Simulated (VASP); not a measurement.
Molecule: Cl2, in a box.

```
CELL_PARAMETERS angstrom
12.24355 0.00000 0.00000
0.00000 12.74355 0.00000
0.00000 0.00000 13.24355
ATOMIC_POSITIONS crystal
Cl 0.50707 0.46473 0.56583
Cl 0.49309 0.54221 0.43569
```

Base run:

```yaml
Program: VASP 6.6.1
Functional: RPBE
Dispersion: D3(BJ)
Potentials_or_basis: VASP PAW PBE potentials, release 64 (Cl)
Cutoff: 400 eV
k_mesh: 1 × 1 × 1
Occupations: gaussian, width 0.01 eV
Spin: no spin polarisation
```

Its results: gap between the frontier levels 3.10 eV; largest force 0.064 eV/Å.

After a change of settings the same cell gave: gap between the frontier levels 4.79 eV; largest force 0.548 eV/Å. Which change was it?
A. functional from RPBE to rev-vdW-DF2; dispersion from D3(BJ) to none
B. functional from RPBE to PBEsol; dispersion from D3(BJ) to none
C. functional from RPBE to HSE06; further incar settings from ALGO = Fast; EDIFF = 1e-06; ISYM = 0 to ALGO = Damped; EDIFF = 1e-06; ISYM = 0
D. dispersion from D3(BJ) to none

C.

Caveats: the PAW data sets were made with another functional, which shifts forces and pressure a little.

Runs at the PBE level aren't shown here.
